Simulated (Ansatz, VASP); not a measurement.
## One calculation of AgRh, two programs

```
Ag Rh
1.0
     2.77759    0.00000    0.00000
    -1.38879    2.40546    0.00000
     0.00000    0.00000    4.80860
Ag Rh
1 1
Cartesian
  0.0000 0.0000 2.4043
  1.3888 0.8018 0.0000
```

The cell comes from a database or a generator and needn't be the stable form of this composition.

Alike in both runs: task single point; functional PBE; k mesh 11 × 11 × 6; occupations fermi-dirac, width 0.05 eV; no spin polarisation.

|  | VASP | Ansatz |
| --- | --- | --- |
| version | VASP 6.6.1 | Ansatz 0.2.0 |
| potentials or method | VASP PAW PBE potentials, release 64 (Ag, Rh_pv) | Ansatz PAW |
| plane-wave cutoff (eV) | 520 | 420 |
| valence electrons in the cell | 26 | 36 |

VASP gave:

| Property | Result |
| --- | --- |
| gap on the k mesh at the Fermi level (eV) | none |
| pressure (GPa) | -2.4 |
| largest component of the traceless stress (GPa) | 0.53 |

Q: What did Ansatz give for the same quantities?

A: gap on the k mesh at the Fermi level (eV): none; pressure (GPa): -2.3; largest component of the traceless stress (GPa): 0.57.

A gap of «none» marks a metal or a gap that the smearing closes. The two sets of potentials don't hold the same shells in valence.
